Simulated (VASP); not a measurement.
A convergence study with VASP on InP (zinc blende): one setting is varied, all else stays as given below, so the limit is that of these other settings.

```
CELL_PARAMETERS angstrom
      0.00000     2.93500     2.93500
      2.93500     0.00000     2.93500
      2.93500     2.93500     0.00000
ATOMIC_POSITIONS crystal
  In 0.00000 0.00000 0.00000
  P  0.25000 0.25000 0.25000
```

Calculation: LDA (Ceperley-Alder, Perdew-Zunger), VASP's LDA PAW potentials (set 64) (plane waves; VASP). The tightest run used: 550 eV cut-off, 17×17×17 Γ-centred mesh, tetrahedra with Blöchl corrections, potentials In_d P.

Unless said otherwise, spin-orbit coupling is left out, though it shifts the bands of the heavy elements here. Gaps are read on the run's mesh, which can miss a band edge.

| setting | E (eV/atom) | pressure (GPa) | gap on the mesh (eV) | irreducible k-points |
|---|---|---|---|---|
| 3×3×3 mesh | -4.6201 | -0.69 | 0.431 | 4 |
| 4×4×4 mesh | -4.7737 | -1.31 | 0.465 | 8 |
| 5×5×5 mesh | -4.8147 | -1.46 | 0.477 | 10 |
| 6×6×6 mesh | -4.8274 | -1.49 | 0.482 | 16 |
| 7×7×7 mesh | -4.8319 | -1.49 | 0.484 | 20 |

**Question.** These are the cheaper rows. Estimate the results at 17×17×17 mesh, and how far the last row shown lies from them.

**Answer.** 
```csv
quantity,tightest run,last row shown is off by
E (eV/atom),-4.8350,0.0031
pressure (GPa),-1.47,-0.02
gap on the mesh (eV),0.486,-0.002
```

Left out are rungs that failed or repeat a setting and relaxations that didn't move; long series are thinned to 24 rows.

The compound is InP in the zinc blende structure. The cell was not relaxed at this level.
